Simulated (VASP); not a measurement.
Calculation: r2SCAN meta-GGA, VASP's PBE PAW potentials (set 64) (plane waves; VASP 6.6.1).

VASP input:

File KPOINTS:
```
Automatic
0
G
13 13 13
```

**POSCAR**
```
C
1
    0.0000000000     1.7562733754     1.7562733754
    1.7562733754     0.0000000000     1.7562733754
    1.7562733754     1.7562733754     0.0000000000
C
2
Direct
  0.0000000000   0.0000000000   0.0000000000
  0.2500000000   0.2500000000   0.2500000000
```

**INCAR**
```
! general
SYSTEM  = C
PREC    = Accurate
ENCUT   = 620
LREAL   = F
LASPH   = T

! electronic loop
EDIFF   = 1E-6
NELM    = 100
ALGO    = Normal
LMIXTAU = T

! smearing
ISMEAR  = 0
SIGMA   = 0.05

! functional
METAGGA = R2SCAN

! ions
IBRION  = 2
NSW     = 40
ISIF    = 3
EDIFFG  = -0.02
PSTRESS = 300

! output
LWAVE   = F
LCHARG  = F
```

POTCAR, in this order: C (PBE.64 set). Program: vasp_std.

Output

**OSZICAR**
```
       N       E                     dE             d eps       ncg     rms          rms(c)
DAV:   1     0.205378651581E+01    0.20538E+01   -0.59328E+03  1360   0.119E+03
DAV:   2    -0.218406013894E+02   -0.23894E+02   -0.23492E+02  2096   0.133E+02
DAV:   3    -0.219814928558E+02   -0.14089E+00   -0.14089E+00  1440   0.137E+01
DAV:   4    -0.219816616501E+02   -0.16879E-03   -0.16879E-03  1936   0.499E-01
DAV:   5    -0.219816616842E+02   -0.34084E-07   -0.34084E-07  1456   0.514E-03    0.542E+00
DAV:   6    -0.194418430169E+02    0.25398E+01   -0.37072E-01  1664   0.698E+00    0.443E+00
DAV:   7    -0.223645314967E+02   -0.29227E+01   -0.14479E+00  1552   0.925E+00    0.934E-01
DAV:   8    -0.194415292999E+02    0.29230E+01   -0.42689E-01  1456   0.592E+00    0.119E+00
DAV:   9    -0.196221192587E+02   -0.18059E+00   -0.29537E-02  1536   0.232E+00    0.211E-01
DAV:  10    -0.196336259765E+02   -0.11507E-01   -0.75111E-03  1736   0.102E+00    0.192E-01
DAV:  11    -0.196332798501E+02    0.34613E-03   -0.11350E-04  1352   0.124E-01    0.141E-01
DAV:  12    -0.196360329331E+02   -0.27531E-02   -0.68870E-04  1344   0.350E-01    0.228E-02
DAV:  13    -0.196360660302E+02   -0.33097E-04   -0.13294E-05  1912   0.514E-02    0.164E-02
DAV:  14    -0.196360682685E+02   -0.22383E-05   -0.14828E-06  1304   0.150E-02    0.285E-02
DAV:  15    -0.196360674542E+02    0.81435E-06   -0.14738E-06  1440   0.147E-02
   1 F= -.17607371E+02 E0= -.17607371E+02  d E =-.176074E+02
       N       E                     dE             d eps       ncg     rms          rms(c)
DAV:   1    -0.195238666441E+02    0.11220E+00   -0.68712E-01  1576   0.889E+00    0.684E-01
DAV:   2    -0.195251749175E+02   -0.13083E-02   -0.14559E-02  1360   0.133E+00    0.433E-01
DAV:   3    -0.195174770551E+02    0.76979E-02   -0.57259E-03  1480   0.106E+00    0.596E-02
DAV:   4    -0.195264091550E+02   -0.89321E-02   -0.42796E-03  1344   0.750E-01    0.176E-02
DAV:   5    -0.195265476188E+02   -0.13846E-03   -0.10676E-04  1512   0.109E-01    0.536E-03
DAV:   6    -0.195265638911E+02   -0.16272E-04   -0.30022E-05  1384   0.773E-02    0.616E-03
DAV:   7    -0.195265855464E+02   -0.21655E-04   -0.88827E-06  1344   0.404E-02    0.212E-03
DAV:   8    -0.195265856423E+02   -0.95935E-07   -0.56493E-08   672   0.340E-03
   2 F= -.17595829E+02 E0= -.17595829E+02  d E =0.115420E-01
       N       E                     dE             d eps       ncg     rms          rms(c)
DAV:   1    -0.196034586693E+02   -0.76873E-01   -0.26371E-01  1536   0.539E+00    0.426E-01
DAV:   2    -0.196045819203E+02   -0.11233E-02   -0.64614E-03  1360   0.864E-01    0.270E-01
DAV:   3    -0.196018598751E+02    0.27220E-02   -0.22941E-03  1488   0.661E-01    0.380E-02
DAV:   4    -0.196052680427E+02   -0.34082E-02   -0.18033E-03  1344   0.469E-01    0.116E-02
DAV:   5    -0.196053421400E+02   -0.74097E-04   -0.62843E-05  1448   0.827E-02    0.341E-03
DAV:   6    -0.196053441474E+02   -0.20073E-05   -0.13598E-05  1368   0.533E-02    0.382E-03
DAV:   7    -0.196053596054E+02   -0.15458E-04   -0.48830E-06  1344   0.299E-02    0.811E-04
DAV:   8    -0.196053594437E+02    0.16164E-06   -0.23132E-08   672   0.216E-03
   3 F= -.17613710E+02 E0= -.17613710E+02  d E =-.633859E-02
```

**OUTCAR**
```
------------------------ aborting loop because EDIFF is reached ----------------------------------------
  FORCE on cell =-STRESS in cart. coord.  units (eV):
  Direction    XX          YY          ZZ          XY          YZ          ZX
  --------------------------------------------------------------------------------------
  Total        1.9866518      1.9866518      1.9866518      0.0000000      0.0000000     -0.0000000
  in kB      299.2471772    299.2471772    299.2471772      0.0000000      0.0000000     -0.0000000
  external PRESSURE =      -0.7528228 kB  Pullay stress =     300.0000000 kB
  volume of cell :       10.64
      direct lattice vectors                 reciprocal lattice vectors
    -0.000000000  1.745517028  1.745517028    -0.286448079  0.286448079  0.286448079
     1.745517028 -0.000000000  1.745517028     0.286448079 -0.286448079  0.286448079
     1.745517028  1.745517028  0.000000000     0.286448079  0.286448079 -0.286448079
 POSITION                                       TOTAL-FORCE (eV/Angst)
 -----------------------------------------------------------------------------------
      0.00000      0.00000      0.00000         0.000000      0.000000     -0.000000
      0.87276      0.87276      0.87276        -0.000000     -0.000000      0.000000
 -----------------------------------------------------------------------------------
    total drift:                                0.000000      0.000000      0.000000
  FREE ENERGIE OF THE ION-ELECTRON SYSTEM (eV)
  ---------------------------------------------------
  free  energy   TOTEN  =       -19.6053594437 eV

  energy  without entropy=      -19.6053594437  energy(sigma->0) =      -19.60535944
  enthalpy is  TOTEN    =       -17.6137098248 eV   P V=        1.9916496189

 reached required accuracy - stopping structural energy minimisation
```
(Selected blocks of OUTCAR.)

CONTCAR:
```
C
   1.00000000000000
    -0.0000000000000000    1.7455170280384771    1.7455170280384771
     1.7455170280384771   -0.0000000000000000    1.7455170280384771
     1.7455170280384771    1.7455170280384771    0.0000000000000000
  C
     2
Direct
     0.0000000000000000    0.0000000000000000    0.0000000000000000
     0.2500000000000000    0.2500000000000000    0.2500000000000000
```

The compound is C in the diamond structure. This run relaxes it under an external pressure of 30 GPa. Symmetry was kept, so distortions that lower it aren't found.
